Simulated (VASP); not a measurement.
Data:

```yaml
crystal:
  lattice:
    - [1.25796, -2.17885, 0.00000]
    - [1.25796, 2.17885, 0.00000]
    - [0.00000, 0.00000, 4.06892]
  atoms:
    - { symbol: Co, position: [0.33333, 0.66667, 0.25000], spin: 1.6 }
    - { symbol: Co, position: [0.66667, 0.33333, 0.75000], spin: 1.6 }
```

Method: TPSS meta-GGA, VASP's PBE PAW potentials (set 64) (plane waves; VASP). Settings: 520 eV cut-off, 17×17×9 Γ-centred mesh, first-order Methfessel-Paxton smearing of 0.10 eV, potentials Co.

What does the run give for the cell moment, energy per atom (σ→0), pressure, band gap (on the k-mesh) with the smallest direct gap where there is one?

The band gap (on the k-mesh) is none (metal, semimetal or under 0.01 eV) and the cell moment comes out as 3.32 μB. The energy per atom (σ→0) is -14.783 eV/atom and the pressure comes out as -12.19 GPa.

Give the moment on each site (PAW-sphere projection).

```csv
site,moment (μB)
Co1,1.67
Co2,1.67
```

Total energies compare only between runs with the same potentials, cut-off and functional.

The compound is Co in the hcp structure. This cell is one point of a volume scan, at 1.06 of the reference volume.
